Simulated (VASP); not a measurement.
# MoS2 (R3m): band edges, masses and strain, part 9 of 10

Wanted: where the band edges of MoS2 lie, how heavy the carriers are and how strain moves the gap. The start is a cell from a database of measured crystal structures.

VASP 6.6.1, plane waves and PAW; the level of theory is named at each step.

So far, least gap on mesh and path (eV): step 3 (bands on a dense mesh, PBEsol) 0.884; step 5 (bands with spin-orbit coupling, PBEsol, spin-orbit coupling) 0.854; step 8 (bands on the mesh of the strain series, PBEsol) 0.883; step 10 (bands of the strained cell, strain hydrostatic -0.5 %, PBEsol) 0.860; step 20 (bands of the strained cell, PBEsol) 0.879.

## 24. Bands of the strained cell

Level of this step: PBEsol; plane waves and PAW (Mo_sv, S) (VASP).

Input file INCAR:

```
SYSTEM = MoS2
PREC = Accurate
ENCUT = 400
EDIFF = 1E-06
NELM = 100
ISMEAR = 0
SIGMA = 0.02
LREAL = .FALSE.
ALGO = Normal
GGA = PS
NBANDS = 26
LASPH = .TRUE.
LORBIT = 11
LWAVE = .FALSE.
LCHARG = .FALSE.
KPAR = 4
ISIF = 2
```

Input file POSCAR:

```
MoS2
1.0
    1.5799999400      0.9122133910      6.1807500000
   -1.5799999400      0.9122133910      6.1807500000
    0.0000000000     -1.8244267820      6.1807500000
Mo S
1 2
Direct
    0.0000981397      0.0000981397      0.0000981397
    0.2497553018      0.2497553018      0.2497553018
    0.4171465585      0.4171465585      0.4171465585
```

Input file KPOINTS:

```
Automatic mesh
0
Gamma
10 10 10
0 0 0
```

Input file KPOINTS_OPT:

```
Line mode
16
Line-mode
Reciprocal
  0.00000000   0.00000000   0.00000000 GAMMA
  0.50000000   0.00000000   0.00000000 L

  0.50000000   0.00000000   0.00000000 L
  0.50000000   0.18118843  -0.18118843 B1

  0.81881157   0.50000000   0.18118843 B
  0.50000000   0.50000000   0.50000000 Z

  0.50000000   0.50000000   0.50000000 Z
  0.00000000   0.00000000   0.00000000 GAMMA

  0.00000000   0.00000000   0.00000000 GAMMA
  0.34059421   0.00000000  -0.34059421 X

  0.65940579   0.34059421   0.00000000 Q
  0.50000000   0.50000000   0.00000000 F

  0.50000000   0.50000000   0.00000000 F
  0.65940579   0.65940579   0.18118843 P1

  0.65940579   0.65940579   0.18118843 P1
  0.50000000   0.50000000   0.50000000 Z

  0.50000000   0.00000000   0.00000000 L
  0.81881157   0.34059421   0.34059421 P
```

PAW data sets: Mo_sv and S (PBE family, release 64).

The run is started by

```console
$ mpirun -np 4 vasp_std
```

The program printed:

```text
[... set-up lines as in an earlier step ...]
 entering main loop
       N       E                     dE             d eps       ncg     rms          rms(c)
DAV:   1     0.145292947351E+03    0.14529E+03   -0.11247E+04  6136   0.776E+02
DAV:   2    -0.196119861284E+02   -0.16490E+03   -0.15911E+03  7296   0.236E+02
DAV:   3    -0.248634855923E+02   -0.52515E+01   -0.52131E+01  7438   0.396E+01
DAV:   4    -0.249075599129E+02   -0.44074E-01   -0.44055E-01  7302   0.399E+00
[...]
DAV:  12    -0.234454060479E+02    0.15913E-04   -0.44864E-05  6570   0.325E-02    0.301E-02
DAV:  13    -0.234454124606E+02   -0.64128E-05   -0.66649E-06  6492   0.126E-02    0.640E-03
DAV:  14    -0.234454125006E+02   -0.39978E-07   -0.55819E-07  5702   0.376E-03
   1 F= -.23445413E+02 E0= -.23445413E+02  d E =-.170295E-12
 Start KPOINTS_OPT (optional k-point list driver)
k-point batch [1-116\144]
       N       E                     dE             ncg
DAV:   1    -0.877008696125E+04   -0.81349E+05     6192
DAV:   2    -0.278951553056E+05   -0.19125E+05     7332
DAV:   3    -0.284664165017E+05   -0.57126E+03     7400
DAV:   4    -0.284711754366E+05   -0.47589E+01     7206
DAV:   5    -0.284712368195E+05   -0.61383E-01     7380
DAV:   6    -0.284712379419E+05   -0.11224E-02     7324
DAV:   7    -0.284712379668E+05   -0.24868E-04     7288
DAV:   8    -0.284712379673E+05   -0.52694E-06     5292
k-point batch [117-144\144]
       N       E                     dE             ncg
DAV:   1     0.532411210667E+05   -0.21462E+05     1520
DAV:   2     0.488448584511E+05   -0.43963E+04     1768
DAV:   3     0.487103837053E+05   -0.13447E+03     1814
DAV:   4     0.487092596278E+05   -0.11241E+01     1776
DAV:   5     0.487092452209E+05   -0.14407E-01     1816
DAV:   6     0.487092449575E+05   -0.26337E-03     1798
DAV:   7     0.487092449518E+05   -0.57908E-05     1772
DAV:   8     0.487092449516E+05   -0.12158E-06     1356
```

It took 57 s on 4 MPI ranks of Intel Xeon 6975P-C (Granite Rapids), shared host; peak memory 1.4 GiB.

OUTCAR, selected parts (step 24):

```text
  Total       -0.5457475     -0.5457475     -0.0129224      0.0000000      0.0000000     -0.0000000
  in kB      -16.3589858    -16.3589858     -0.3873528      0.0000000      0.0000000     -0.0000000
  external PRESSURE =     -11.0351081 kB  Pullay stress =       0.0000000 kB

 POSITION                                       TOTAL-FORCE (eV/Angst)
 -----------------------------------------------------------------------------------
      0.00000      0.00000      0.00182         0.000000      0.000000      0.000457
      0.00000      0.00000      4.63103         0.000000      0.000000      0.000372
      0.00000      0.00000      7.73484         0.000000      0.000000     -0.000829
 -----------------------------------------------------------------------------------
    total drift:                               -0.000000      0.000000      0.000085

  FREE ENERGIE OF THE ION-ELECTRON SYSTEM (eV)
  ---------------------------------------------------
  free  energy   TOTEN  =       -23.4454125006 eV

  energy  without entropy=      -23.4454125006  energy(sigma->0) =      -23.44541250

[... 2 parts as in an earlier step ...]

[... 1 further part left out ...]
[key lines of the parts left out:]
E-fermi :   7.5529
```

Electronic bands along the path, in eV, zero at the valence-band top; v1 is the highest filled band, c1 the lowest empty one:

```tsv
point	v4	v3	v2	v1	c1	c2	c3	c4
Γ	-2.24	-2.24	-1.25	-1.20	2.07	2.07	2.48	2.48
0.47 of the way	-3.18	-2.58	-1.57	-1.43	1.23	1.86	2.51	3.00
L	-3.97	-2.34	-1.58	-1.47	1.64	2.05	3.48	3.51
0.47 of the way	-3.82	-3.00	-2.51	-1.08	1.46	2.29	2.70	3.97
B1	-4.35	-3.76	-2.80	-0.74	1.05	2.28	3.03	4.27
jump to B	-4.35	-3.76	-2.80	-0.74	1.05	2.28	3.03	4.27
0.47 of the way	-4.16	-2.77	-1.91	-1.55	1.49	1.88	2.19	3.66
Z	-3.38	-2.21	-2.21	0.00	2.17	2.17	2.35	2.35
0.47 of the way	-2.71	-2.23	-2.23	-0.25	2.12	2.12	2.41	2.41
Γ	-2.24	-2.24	-1.25	-1.20	2.07	2.07	2.48	2.48
0.53 of the way	-3.79	-2.78	-1.66	-1.50	0.91	1.85	2.37	3.78
X	-4.36	-3.68	-2.86	-0.73	1.02	2.28	3.02	4.28
jump to Q	-4.36	-3.68	-2.86	-0.73	1.02	2.28	3.02	4.28
0.53 of the way	-4.01	-3.06	-2.74	-1.01	1.57	2.41	3.08	3.56
F	-3.90	-2.91	-1.76	-1.30	1.60	2.18	3.00	3.93
0.47 of the way	-3.90	-2.88	-1.75	-1.30	1.60	2.19	3.01	3.91
P1	-3.91	-2.79	-1.72	-1.32	1.60	2.21	3.06	3.82
0.47 of the way	-3.25	-2.50	-2.39	-1.42	1.65	2.06	2.16	3.28
Z	-3.38	-2.21	-2.21	0.00	2.17	2.17	2.35	2.35
jump to L	-3.97	-2.34	-1.58	-1.47	1.64	2.05	3.48	3.51
0.47 of the way	-3.96	-2.49	-1.62	-1.41	1.63	2.11	3.35	3.60
P	-3.91	-2.79	-1.72	-1.32	1.60	2.21	3.06	3.82
```

Of the projections kept (Mo, S), the largest for each band there; the rest of the weight can lie on other orbitals:

```tsv
point	v4	v3	v2	v1	c1	c2	c3	c4
Γ	Mo 0.62	Mo 0.62	S 0.91	Mo 0.82	S 0.51	S 0.51	S 0.61	S 0.61
L	Mo 0.57	S 0.72	S 0.82	Mo 0.71	Mo 0.96	Mo 0.92	Mo 0.63	Mo 0.61
B1	S 0.64	S 0.79	S 0.67	Mo 0.84	Mo 0.92	Mo 0.79	Mo 0.78	Mo 0.71
B	S 0.64	S 0.79	S 0.67	Mo 0.84	Mo 0.92	Mo 0.79	Mo 0.78	Mo 0.71
Z	Mo 0.71	Mo 0.63	Mo 0.63	Mo 0.71	S 0.52	S 0.52	S 0.60	S 0.60
Γ	Mo 0.62	Mo 0.62	S 0.91	Mo 0.82	S 0.51	S 0.51	S 0.61	S 0.61
```

Between step 8 and this run (strain along z 0.5 %) the value for the least gap on mesh and path moves from 0.883 eV to 0.909 eV.

## 25. Deformation of the gap

This step: gap under strain, PBEsol; plane waves and PAW (VASP 6.6.1).

The slopes are differences of the gaps above.

No new run; the numbers come from the runs before.

Where slopes are missing, an edge lies between the mesh points, and the path need not meet all the copies that this strain parts, so a lower one can be missed; linear strain along the axis, or along all three, without spin-orbit coupling; gaps are the least on mesh and path; a direction without two finished runs is left out; the two slopes differ by curvature, or where strain splits an edge or moves it to another point. Gap under strain:

```tsv
strain	gap at -0.5 % (eV)	gap unstrained (eV)	gap at +0.5 % (eV)	slope under compression (eV per unit strain)	slope under tension (eV per unit strain)
hydrostatic	0.8595	0.8828	0.9042	4.66	4.28
along x	0.8829	0.8828	0.8831	-	-
along y	0.8871	0.8828	0.8789	-	-
along z	0.8563	0.8828	0.9091	5.3	5.26
```

## 26. Orbitals for bands with HSE06

This step: PBE; plane waves and PAW (Mo_sv, S) (VASP 6.6.1).

The hybrid starts from PBE orbitals, which saves many expensive cycles.

Input file INCAR:

```
SYSTEM = MoS2
PREC = Accurate
ENCUT = 400
EDIFF = 1E-05
NELM = 100
ISMEAR = 0
SIGMA = 0.02
LREAL = .FALSE.
ALGO = Normal
GGA = PE
NBANDS = 19
LASPH = .TRUE.
LORBIT = 11
LWAVE = .TRUE.
LCHARG = .FALSE.
KPAR = 4
```

Input file POSCAR:

```
MoS2
1.0
    1.5799999400      0.9122133910      6.1500000000
   -1.5799999400      0.9122133910      6.1500000000
    0.0000000000     -1.8244267820      6.1500000000
Mo S
1 2
Direct
    0.0000969778      0.0000969778      0.0000969778
    0.2493547625      0.2493547625      0.2493547625
    0.4175482597      0.4175482597      0.4175482597
```

Input file KPOINTS:

```
Automatic mesh
0
Gamma
6 6 6
0 0 0
```

The run is started by

```console
$ mpirun -np 4 vasp_std
```

The program printed:

```text
[banner, memory and clock lines left out]
running    4 mpi-ranks, on    1 nodes
 distrk:  each k-point on    1 cores,    4 groups
 distr:  one band on    1 cores,    1 groups

 POSCAR found type information on POSCAR MoS
 POSCAR found :  2 types and       3 ions
 LDA part: xc-table for (Slater+PW92), standard interpolation
 POSCAR, INCAR and KPOINTS ok, starting setup
 FFT: planning ... GRIDC
 FFT: planning ... GRID_SOFT
 FFT: planning ... GRID
 WAVECAR not read
 entering main loop
       N       E                     dE             d eps       ncg     rms          rms(c)
DAV:   1     0.155521934055E+03    0.15552E+03   -0.11952E+04  1248   0.106E+03
DAV:   2    -0.170882498725E+02   -0.17261E+03   -0.16863E+03  1549   0.295E+02
DAV:   3    -0.231743321388E+02   -0.60861E+01   -0.60264E+01  1498   0.516E+01
DAV:   4    -0.232401472689E+02   -0.65815E-01   -0.65787E-01  1537   0.571E+00
DAV:   5    -0.232410629137E+02   -0.91564E-03   -0.91560E-03  1512   0.640E-01    0.247E+01
DAV:   6    -0.221631859016E+02    0.10779E+01   -0.10777E+01  1309   0.205E+01    0.917E+00
DAV:   7    -0.218924561936E+02    0.27073E+00   -0.38539E+00  1280   0.117E+01    0.596E+00
DAV:   8    -0.217935393494E+02    0.98917E-01   -0.52503E-01  1401   0.461E+00    0.183E+00
DAV:   9    -0.217950921326E+02   -0.15528E-02   -0.22625E-02  1451   0.951E-01    0.635E-01
DAV:  10    -0.217938220287E+02    0.12701E-02   -0.10295E-02  1371   0.694E-01    0.146E-01
DAV:  11    -0.217938336706E+02   -0.11642E-04   -0.42871E-04  1383   0.150E-01    0.442E-02
DAV:  12    -0.217938151093E+02    0.18561E-04   -0.16333E-04  1407   0.845E-02    0.386E-02
DAV:  13    -0.217938346306E+02   -0.19521E-04   -0.32280E-05  1339   0.346E-02    0.102E-02
DAV:  14    -0.217938349404E+02   -0.30981E-06   -0.25548E-06   830   0.100E-02
   1 F= -.21793835E+02 E0= -.21793835E+02  d E =-.215838E-16
 writing wavefunctions
```

Run time: 11 s. Hardware: 4 MPI ranks; peak memory 1 GiB.

Parts of OUTCAR (step 26):

```text
   k-points           NKPTS =     32   k-points in BZ     NKDIM =     32   number of bands    NBANDS=     19

   NELECT =      26.0000    total number of electrons

 E-fermi :   7.7347

 k-point     1 :       0.0000    0.0000    0.0000
  band No.  band energies     occupation
    ...
      9       4.2566      2.00000
     10       5.3701      2.00000
     11       5.3701      2.00000
     12       6.3862      2.00000
     13       6.4472      2.00000
     14       9.6802      0.00000
     15       9.6802      0.00000
     16      10.0737      0.00000
     17      10.0737      0.00000
     18      13.1847      0.00000
    ...

  Total        1.1417527      1.1417527      1.5203457      0.0000000     -0.0000000     -0.0000000
  in kB       34.3955899     34.3955900     45.8007975      0.0000000     -0.0000000     -0.0000000
  external PRESSURE =      38.1973258 kB  Pullay stress =       0.0000000 kB

 POSITION                                       TOTAL-FORCE (eV/Angst)
 -----------------------------------------------------------------------------------
      0.00000      0.00000      0.00179         0.000000      0.000000     -0.000280
      0.00000      0.00000      4.60060         0.000000     -0.000000     -0.246951
      0.00000      0.00000      7.70377         0.000000      0.000000      0.247231
 -----------------------------------------------------------------------------------
    total drift:                                0.000000      0.000000      0.000111

  FREE ENERGIE OF THE ION-ELECTRON SYSTEM (eV)
  ---------------------------------------------------
  free  energy   TOTEN  =       -21.7938349404 eV

  energy  without entropy=      -21.7938349404  energy(sigma->0) =      -21.79383494

[... 6 parts as in an earlier step ...]

[... 10 further parts left out ...]
```

This step gave:

| Item | Value |
| --- | --- |
| bands | 19 |
| irreducible k-points | 32 |
| free energy (TOTEN) | -21.79 eV |
| Fermi energy | 7.735 eV |
| pressure | 3.820 GPa |
| conduction bottom at k | -0.1667, 0.1667, 0 |
| least direct gap at k | -0.1667, 0.5, 0.1667 |
| gap on the k-mesh | 0.9455 eV |
| least direct gap on the k-mesh | 1.730 eV |

Force by atom:

```tsv
atom	x (eV/Å)	y (eV/Å)	z (eV/Å)	size
Mo1	0.000	0.000	0.000	0.000
S2	0.000	0.000	-0.247	0.247
S3	0.000	0.000	0.247	0.247
```

At this level the gap is 0.95 eV on the k-mesh of the self-consistent run, which can miss the band edges.

(Part 9 of 10 ends here.)

[Lines on the potential files, build, host, timing and source positions are cut from VASP's logs without a mark.]

[Logs are printed without paths, hosts, clocks, repeated set-up lines and the standing remarks that a program may print on its own settings, such as how far it seeks lower states.]

[Hosts, paths, dates, database ids (printed as entryN), source tags and the programs' standing remarks are cut or masked in the printed files.]

[In band tables of VASP the shares of atoms and orbitals are scaled to a sum of 1 inside the atoms' spheres.]

[Gaps and slopes under strain along one axis are those of the sampled path and mesh points; where strain splits equal valleys, another of them can be the edge.]
